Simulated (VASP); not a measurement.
Calculation: LDA (Ceperley-Alder, Perdew-Zunger), VASP's LDA PAW potentials (set 64) (plane waves; VASP).

The input files of a VASP run:

File POSCAR:
```
Bi
1.0
  4.0449616149  -2.2470816330  -0.0231694495
  4.0449616149   2.2470816330  -0.0231694495
  2.8178051582   0.0000000000   3.6703680024
Bi
2
Cartesian
  2.5872512668  -0.0000000000   0.8595991351
  8.3204771212  -0.0000000000   2.7644299683
```

**INCAR**
```
SYSTEM = Bi
PREC = Accurate
ENCUT = 400
EDIFF = 1E-8
NELM = 100
ALGO = Normal
LREAL = .FALSE.
LASPH = .TRUE.
ISMEAR = 1
SIGMA = 0.1
LMAXMIX = 4
LWAVE = .FALSE.
LCHARG = .FALSE.
IBRION = 1
ISIF = 2
NSW = 30
EDIFFG = -0.001
```

### KPOINTS
```
Regular mesh
0
G
 9 9 9
0 0 0
```

POTCAR, in this order: Bi_d (LDA.64 set). Program: vasp_std.

Task: What will the output report for the number of irreducible k-points (NKPTS), largest plane-wave count, number of space-group operations, FFT grid (NGX, NGY, NGZ)?

Result: 
```yaml
number of irreducible k-points (NKPTS): 85
largest_plane_wave_count: 1267
number_of_space_group_operations: 12
FFT grid (NGX, NGY, NGZ): 30 × 30 × 30
```

The compound is Bi in the a7 structure. This run relaxes the ions in a fixed cell. Symmetry was kept, so distortions that lower it aren't found. The start is the result of an earlier pass.
